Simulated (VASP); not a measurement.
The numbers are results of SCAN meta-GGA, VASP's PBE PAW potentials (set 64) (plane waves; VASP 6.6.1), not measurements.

Input for VASP

**INCAR**
```
SYSTEM = Ni3Al
PREC = Accurate
ENCUT = 520
EDIFF = 1E-7
NELM = 100
ALGO = Normal
LREAL = .FALSE.
LASPH = .TRUE.
ISMEAR = 1
SIGMA = 0.1
METAGGA = SCAN
LMIXTAU = .TRUE.
LMAXMIX = 4
ISPIN = 2
MAGMOM = -0.0 0.3 0.3 0.3
LORBIT = 10
LWAVE = .FALSE.
LCHARG = .FALSE.
ISIF = 2
```

File KPOINTS:
```
K-points
0
gamma
9 9 9
```

### POSCAR
```
Ni3Al
1
    3.5749062578     0.0000000000     0.0000000000
    0.0000000000     3.5749062578     0.0000000000
    0.0000000000     0.0000000000     3.5749062578
Al Ni
1 3
Direct
  0.0000000000   0.0000000000   0.0000000000
  0.0000000000   0.5000000000   0.5000000000
  0.5000000000   0.0000000000   0.5000000000
  0.5000000000   0.5000000000   0.0000000000
```

POTCAR, in this order: Al Ni (PBE.64 set). Program: vasp_std.

The resulting files:

File OUTCAR:
```
 ion  position               nearest neighbor table
   1  0.000  0.000  0.000-   2 2.53   3 2.53   4 2.53   2 2.53   3 2.53   2 2.53   4 2.53   2 2.53
                             3 2.53   4 2.53   3 2.53   4 2.53
   2  0.000  0.500  0.500-   1 2.53   3 2.53   4 2.53   1 2.53   4 2.53   1 2.53   3 2.53   1 2.53
                             3 2.53   4 2.53   4 2.53   3 2.53
   3  0.500  0.000  0.500-   1 2.53   2 2.53   4 2.53   1 2.53   4 2.53   2 2.53   4 2.53   4 2.53
                             1 2.53   2 2.53   1 2.53   2 2.53
   4  0.500  0.500  0.000-   1 2.53   2 2.53   3 2.53   2 2.53   3 2.53   1 2.53   3 2.53   3 2.53
                             1 2.53   2 2.53   2 2.53   1 2.53
  LATTYP: Found a simple cubic cell.
 ALAT       =     3.5749062578
 Subroutine PRICEL returns:
 Original cell was already a primitive cell.
 Subroutine GETGRP returns: Found 48 space group operations
The static configuration has the point symmetry O_h .
The dynamic configuration has the point symmetry O_h .
The overall configuration has the point symmetry O_h .
 Subroutine INISYM returns: Found 48 space group operations
 Subroutine IBZKPT returns following result:
 Found     35 irreducible k-points:

 Following reciprocal coordinates:
            Coordinates               Weight
  0.000000  0.000000  0.000000      1.000000
  0.111111  0.000000  0.000000      6.000000
...
```

### OSZICAR
```
       N       E                     dE             d eps       ncg     rms          rms(c)
DAV:   1     0.159096621287E+03    0.15910E+03   -0.15152E+04  2808   0.216E+03
DAV:   2    -0.545300298942E+02   -0.21363E+03   -0.20647E+03  2808   0.380E+02
DAV:   3    -0.658727379595E+02   -0.11343E+02   -0.10374E+02  3052   0.117E+02
DAV:   4    -0.661363861611E+02   -0.26365E+00   -0.26020E+00  3212   0.164E+01
DAV:   5    -0.661444493409E+02   -0.80632E-02   -0.80612E-02  3356   0.266E+00    0.202E+01
DAV:   6    -0.639631001487E+02    0.21813E+01   -0.93147E+01  2976   0.163E+02    0.236E+01
DAV:   7    -0.579073404851E+02    0.60558E+01   -0.23718E+01  3088   0.824E+01    0.268E+00
DAV:   8    -0.579564496541E+02   -0.49109E-01   -0.75909E-01  3080   0.993E+00    0.244E+00
DAV:   9    -0.579715811571E+02   -0.15132E-01   -0.40490E-01  3048   0.880E+00    0.103E+00
DAV:  10    -0.579771801139E+02   -0.55990E-02   -0.14830E-01  2832   0.427E+00    0.425E-01
DAV:  11    -0.579816155681E+02   -0.44355E-02   -0.63795E-02  2808   0.272E+00    0.272E-01
DAV:  12    -0.579732442393E+02    0.83713E-02   -0.30432E-02  2816   0.187E+00    0.143E-01
DAV:  13    -0.579739642767E+02   -0.72004E-03   -0.24894E-03  3016   0.690E-01    0.656E-02
DAV:  14    -0.579740726276E+02   -0.10835E-03   -0.10271E-03  2860   0.403E-01    0.327E-02
DAV:  15    -0.579740585715E+02    0.14056E-04   -0.17587E-04  2880   0.177E-01    0.175E-02
DAV:  16    -0.579741413038E+02   -0.82732E-04   -0.29973E-05  3056   0.743E-02    0.615E-03
DAV:  17    -0.579741534502E+02   -0.12146E-04   -0.43663E-05  2856   0.925E-02    0.313E-03
DAV:  18    -0.579741460985E+02    0.73517E-05   -0.73908E-06  2864   0.380E-02    0.271E-03
DAV:  19    -0.579741440228E+02    0.20757E-05   -0.14503E-06  2968   0.167E-02    0.175E-03
DAV:  20    -0.579741501977E+02   -0.61748E-05   -0.30789E-07  2428   0.723E-03    0.398E-04
DAV:  21    -0.579741496060E+02    0.59166E-06   -0.19707E-07  2128   0.573E-03    0.429E-04
DAV:  22    -0.579741500803E+02   -0.47434E-06   -0.43524E-08  1552   0.269E-03    0.181E-04
DAV:  23    -0.579741502433E+02   -0.16293E-06   -0.77255E-09  1512   0.121E-03    0.873E-05
DAV:  24    -0.579741502304E+02    0.12862E-07   -0.27058E-09  1512   0.689E-04
   1 F= -.57974150E+02 E0= -.57974788E+02  d E =0.191371E-02  mag=     0.9323
```

**OUTCAR**
```
------------------------ aborting loop because EDIFF is reached ----------------------------------------
  FORCE on cell =-STRESS in cart. coord.  units (eV):
  Direction    XX          YY          ZZ          XY          YZ          ZX
  --------------------------------------------------------------------------------------
  Total       -3.3454435     -3.3454435     -3.3454435      0.0000000      0.0000000     -0.0000000
  in kB     -117.3195287   -117.3195287   -117.3195287      0.0000000      0.0000000     -0.0000000
  external PRESSURE =    -117.3195287 kB  Pullay stress =       0.0000000 kB
  volume of cell :       45.69
      direct lattice vectors                 reciprocal lattice vectors
     3.574906258  0.000000000  0.000000000     0.279727615  0.000000000  0.000000000
     0.000000000  3.574906258  0.000000000     0.000000000  0.279727615  0.000000000
     0.000000000  0.000000000  3.574906258     0.000000000  0.000000000  0.279727615
 POSITION                                       TOTAL-FORCE (eV/Angst)
 -----------------------------------------------------------------------------------
      0.00000      0.00000      0.00000         0.000000      0.000000      0.000000
      0.00000      1.78745      1.78745         0.000000      0.000000      0.000000
      1.78745      0.00000      1.78745         0.000000      0.000000      0.000000
      1.78745      1.78745      0.00000         0.000000      0.000000      0.000000
 -----------------------------------------------------------------------------------
    total drift:                                0.000000      0.000000      0.000000
  FREE ENERGIE OF THE ION-ELECTRON SYSTEM (eV)
  ---------------------------------------------------
  free  energy   TOTEN  =       -57.9741502304 eV

  energy  without entropy=      -57.9760639381  energy(sigma->0) =      -57.97478813

 total charge

# of ion       s       p       d       tot
------------------------------------------
    1        0.404   0.395   0.000   0.799
    2        0.505   0.542   8.353   9.400
    3        0.505   0.542   8.353   9.400
    4        0.505   0.542   8.353   9.400
--------------------------------------------------
tot          1.918   2.020  25.059  28.997

 magnetization (x)

# of ion       s       p       d       tot
------------------------------------------
    1       -0.002  -0.011   0.000  -0.013
    2       -0.007  -0.024   0.380   0.349
    3       -0.007  -0.024   0.380   0.349
    4       -0.007  -0.024   0.380   0.349
--------------------------------------------------
tot         -0.022  -0.083   1.139   1.034
```
(Selected blocks of OUTCAR.)

The compound is Ni3Al in the L1_2 structure. This cell is one point of a volume scan, at 1.06 of the reference volume.
